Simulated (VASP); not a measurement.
A VASP calculation is set up with these files.

### KPOINTS
```
Automatic mesh
0
Gamma
10 10 10
0 0 0
```

**INCAR**
```
# general
SYSTEM   =  MnS
PREC     =  Accurate
ENCUT    =  400
LREAL    =  .False.
LASPH    =  .True.

# electronic loop
EDIFF    =  1E-6
NELM     =  100
ALGO     =  Normal
LMAXMIX  =  4
LMIXTAU  =  .True.

# smearing
ISMEAR   =  1
SIGMA    =  0.1

# functional
METAGGA  =  R2SCAN

# spin
ISPIN    =  2
MAGMOM   =  4.0 0.0

# ions
IBRION   =  2
NSW      =  60
ISIF     =  3
EDIFFG   =  -0.01

# output
LWAVE    =  .False.
LCHARG   =  .False.
LORBIT   =  10
```

### POSCAR
```
MnS
1
    3.1720000000     0.0000000000     0.0000000000
    0.0000000000     3.1720000000     0.0000000000
    0.0000000000     0.0000000000     3.1720000000
Mn S
1 1
Direct
  0.0000000000   0.0000000000   0.0000000000
  0.5000000000   0.5000000000   0.5000000000
```

POTCAR, in this order: Mn_pv S (PBE.64 set). Program: vasp_std.

Problem. Write an equivalent input for Ansatz.

Solution. One equivalent input (not run):
Ansatz 0.2 input:
```yaml
crystal:
  lattice:
    - [3.1720000, 0.0000000, 0.0000000]
    - [0.0000000, 3.1720000, 0.0000000]
    - [0.0000000, 0.0000000, 3.1720000]
  atoms:
    - { symbol: Mn, position: [0.0000000, 0.0000000, 0.0000000], spin: 4 }
    - { symbol: S, position: [0.5000000, 0.5000000, 0.5000000] }
kpoints:
  mp_grid: { grid: [10, 10, 10] }
hamiltonian:
  xc: r2scan
  pseudopotentials: { kind: paw }
magnetization: { spin_polarized: true }
scf:
  occupations: { method: methfessel_paxton, width: 0.1 }
  max_iter: 100
relax:
  max_steps: 60
  f_tol: 0.01
  cell: {}
output: { forces: true, stress: true, eigenvalues: true }
```
Limits of the translation: each code has its own PAW files, so the cut-off isn't converted (ENCUT is set for VASP's; basis.ecutwfc is left out, and Ansatz then takes the one that its files recommend); Ansatz stops its SCF on the density residual and VASP on the energy change (EDIFF).

The structure was generated: MnS was put into the CsCl type type (Pm-3m), which need not be its known phase. This run relaxes it. Symmetry was kept, so distortions that lower it aren't found.
